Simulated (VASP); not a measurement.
Output of a VASP run:

**OUTCAR**
```
 ion  position               nearest neighbor table
   1  0.000  0.000  0.000-
  LATTYP: Found a face centered cubic cell.
 ALAT       =     3.9888434640
 Subroutine PRICEL returns:
 Original cell was already a primitive cell.
 Subroutine GETGRP returns: Found 48 space group operations
The static configuration has the point symmetry O_h .
The dynamic configuration has the point symmetry O_h .
 Subroutine INISYM returns: Found 48 space group operations
 Subroutine IBZKPT returns following result:
 Found    104 irreducible k-points:

 Following reciprocal coordinates:
            Coordinates               Weight
  0.000000  0.000000  0.000000      1.000000
  0.071429  0.000000  0.000000      8.000000
  0.142857  0.000000  0.000000      8.000000
  0.214286  0.000000  0.000000      8.000000
  0.285714  0.000000  0.000000      8.000000
  0.357143  0.000000  0.000000      8.000000
  0.428571  0.000000  0.000000      8.000000
  0.500000  0.000000  0.000000      4.000000
  0.071429  0.071429  0.000000      6.000000
  0.142857  0.071429  0.000000     24.000000
  0.214286  0.071429  0.000000     24.000000
  0.285714  0.071429  0.000000     24.000000
  0.357143  0.071429  0.000000     24.000000
  0.428571  0.071429  0.000000     24.000000
  0.500000  0.071429  0.000000     24.000000
 -0.428571  0.071429  0.000000     24.000000
 -0.357143  0.071429  0.000000     24.000000
 -0.285714  0.071429  0.000000     24.000000
 -0.214286  0.071429  0.000000     24.000000
 -0.142857  0.071429  0.000000     24.000000
 -0.071429  0.071429  0.000000     12.000000
  0.142857  0.142857  0.000000      6.000000
  0.214286  0.142857  0.000000     24.000000
  0.285714  0.142857  0.000000     24.000000
  0.357143  0.142857  0.000000     24.000000
  0.428571  0.142857  0.000000     24.000000
  0.500000  0.142857  0.000000     24.000000
 -0.428571  0.142857  0.000000     24.000000
 -0.357143  0.142857  0.000000     24.000000
 -0.285714  0.142857  0.000000     24.000000
 -0.214286  0.142857  0.000000     24.000000
 -0.142857  0.142857  0.000000     12.000000
  0.214286  0.214286  0.000000      6.000000
  0.285714  0.214286  0.000000     24.000000
  0.357143  0.214286  0.000000     24.000000
  0.428571  0.214286  0.000000     24.000000
  0.500000  0.214286  0.000000     24.000000
 -0.428571  0.214286  0.000000     24.000000
 -0.357143  0.214286  0.000000     24.000000
 -0.285714  0.214286  0.000000     24.000000
   k-points           NKPTS =    104   k-points in BZ     NKDIM =    104   number of bands    NBANDS=      9
   number of dos      NEDOS =    301   number of ions     NIONS =      1
   total plane-waves  NPLWV =  13824
   dimension x,y,z NGX =    24 NGY =   24 NGZ =   24
   dimension x,y,z NGXF=    48 NGYF=   48 NGZF=   48
   ions per type =               1
   PREC   = accura    normal or accurate (medium, high low for compatibility)
   ISTART =      0    job   : 0-new  1-cont  2-samecut
   ICHARG =      2    charge: 1-file 2-atom 10-const
   ISPIN  =      1    spin polarized calculation?
   LNONCOLLINEAR =      F non collinear calculations
   LSORBIT =      F    spin-orbit coupling
   INIWAV =      1    electr: 0-lowe 1-rand  2-diag
   ENCUT  =  520.0 eV  38.22 Ry    6.18 a.u.   5.24  5.24  5.24*2*pi/ulx,y,z
   NELM   =    100;   NELMIN=  2; NELMDL= -5     # of ELM steps
   EDIFF  = 0.1E-05   stopping-criterion for ELM
   LREAL  =      F    real-space projection
   NLSPLINE    = F    spline interpolate recip. space projectors
   LMAXMIX     =    6 max onsite mixed and CHGCAR
   VOSKOWN=      0    Vosko Wilk Nusair interpolation
   EDIFFG = -.1E-01   stopping-criterion for IOM
   NSW    =     60    number of steps for IOM
   NBLOCK =      1;   KBLOCK =     60    inner block; outer block
   IBRION =      2    ionic relax: 0-MD 1-quasi-New 2-CG
   NFREE  =      1    steps in history (QN), initial steepest desc. (CG)
...
```

### OSZICAR
```
       N       E                     dE             d eps       ncg     rms          rms(c)
DAV:   1     0.362158496692E+02    0.36216E+02   -0.55716E+03  1992   0.103E+03
DAV:   2    -0.532786683934E+01   -0.41544E+02   -0.39478E+02  1980   0.182E+02
DAV:   3    -0.579757079455E+01   -0.46970E+00   -0.46270E+00  2285   0.190E+01
DAV:   4    -0.579916240041E+01   -0.15916E-02   -0.15914E-02  2096   0.119E+00
DAV:   5    -0.579917441190E+01   -0.12011E-04   -0.12011E-04  2163   0.966E-02    0.109E+01
DAV:   6    -0.549876769156E+01    0.30041E+00   -0.84042E-01  1923   0.826E+00    0.592E+00
DAV:   7    -0.546754149272E+01    0.31226E-01   -0.13388E-01  2013   0.323E+00    0.242E+00
DAV:   8    -0.546492101128E+01    0.26205E-02   -0.40012E-03  2004   0.594E-01    0.415E-01
DAV:   9    -0.546481656053E+01    0.10445E-03   -0.49464E-05  2011   0.725E-02    0.251E-02
DAV:  10    -0.546482209695E+01   -0.55364E-05   -0.29293E-06  2142   0.198E-02    0.356E-03
DAV:  11    -0.546482201387E+01    0.83086E-07   -0.47365E-08  1017   0.210E-03
   1 F= -.54648220E+01 E0= -.54649421E+01  d E =-.546482E+01
```

File OUTCAR:
```
------------------------ aborting loop because EDIFF is reached ----------------------------------------
  FORCE on cell =-STRESS in cart. coord.  units (eV):
  Direction    XX          YY          ZZ          XY          YZ          ZX
  --------------------------------------------------------------------------------------
  Total       -0.0085668     -0.0085668     -0.0085668      0.0000000      0.0000000      0.0000000
  in kB       -0.8650599     -0.8650599     -0.8650599      0.0000000      0.0000000      0.0000000
  external PRESSURE =      -0.8650599 kB  Pullay stress =       0.0000000 kB
  volume of cell :       15.87
      direct lattice vectors                 reciprocal lattice vectors
     0.000000000  1.994421732  1.994421732    -0.250699234  0.250699234  0.250699234
     1.994421732  0.000000000  1.994421732     0.250699234 -0.250699234  0.250699234
     1.994421732  1.994421732  0.000000000     0.250699234  0.250699234 -0.250699234
 POSITION                                       TOTAL-FORCE (eV/Angst)
 -----------------------------------------------------------------------------------
      0.00000      0.00000      0.00000        -0.000000      0.000000     -0.000000
 -----------------------------------------------------------------------------------
    total drift:                               -0.000000     -0.000000     -0.000000
  FREE ENERGIE OF THE ION-ELECTRON SYSTEM (eV)
  ---------------------------------------------------
  free  energy   TOTEN  =        -5.4648220139 eV

  energy  without entropy=       -5.4651822447  energy(sigma->0) =       -5.46494209

 reached required accuracy - stopping structural energy minimisation
```
(Selected blocks of OUTCAR.)

### POSCAR
```
Pt
1
    0.0000000000     1.9944217320     1.9944217320
    1.9944217320    -0.0000000000     1.9944217320
    1.9944217320     1.9944217320     0.0000000000
Pt
1
Direct
  0.0000000000   0.0000000000   0.0000000000
```

Write an INCAR and KPOINTS that could have produced this output.

Several could match; the one computed here: the input of the run itself, RPBE GGA, plane waves, VASP's PBE PAW potentials (set 64).

INCAR:
```
SYSTEM = Pt
PREC = Accurate
ENCUT = 520
EDIFF = 1E-6
NELM = 100
ALGO = Normal
LREAL = .FALSE.
LASPH = .TRUE.
ISMEAR = 1
SIGMA = 0.1
GGA = RP
LMAXMIX = 6
LWAVE = .FALSE.
LCHARG = .FALSE.
IBRION = 2
ISIF = 3
NSW = 60
EDIFFG = -0.01
```

**KPOINTS**
```
Automatic
0
G
14 14 14
```

POTCAR, in this order: Pt (PBE.64 set). Program: vasp_std.

The compound is Pt in the fcc structure. It was relaxed first, which changed the volume by +5 %. The start is the result of an earlier pass.
